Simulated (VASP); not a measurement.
The system is SiGe3.

```
CELL_PARAMETERS angstrom
-2.10794 2.10794 4.05183
2.10794 -2.10794 4.05183
2.10794 2.10794 -4.05183
ATOMIC_POSITIONS crystal
Si 0.00000 0.00000 0.00000
Ge 0.75000 0.25000 0.50000
Ge 0.25000 0.75000 0.50000
Ge 0.50000 0.50000 0.00000
```

The cell was built by a generator and needn't be a form met in nature.

```yaml
Program: VASP 6.6.1
Task: relaxation of cell and atoms
Functional: PBE
Potentials_or_basis: VASP PAW PBE potentials, release 64 (Si, Ge_d)
Cutoff: 520 eV
k_mesh: 7 × 7 × 7
Occupations: gaussian, width 0.15 eV
Spin: no spin polarisation
```

At the start: pressure 2.4 GPa; volume 18.00 Å³/atom.

Task: How do energy, volume and symmetry change on relaxing?

Result: Over 6 steps the energy falls by 3.9 meV/atom and the volume is 18.62 Å³/atom (+3.4 %); space group I4/mmm (No. 139, to 0.05 Å).

Step by step:
| step | energy change (eV) | largest force (eV/Å) | pressure (GPa) | volume (Å³) |
| --- | --- | --- | --- | --- |
| 1 | 0.0000 | 0.0000 | 2.44 | 72.02 |
| 2 | -0.0148 | 0.0000 | -0.68 | 74.91 |
| 3 | -0.0156 | 0.0000 | 0.68 | 74.20 |
| 4 | -0.0155 | 0.0000 | -0.84 | 74.57 |
| 5 | -0.0157 | 0.0000 | 0.41 | 74.37 |
| 6 | -0.0156 | 0.0000 | -0.45 | 74.47 |

Final structure:
```
Si Ge
1.0
    -2.12888    2.12888    4.10780
     2.12888   -2.12888    4.10780
     2.12888    2.12888   -4.10780
Si Ge
1 3
Direct
  0.00000 0.00000 0.00000
  0.75000 0.25000 0.50000
  0.25000 0.75000 0.50000
  0.50000 0.50000 0.00000
```
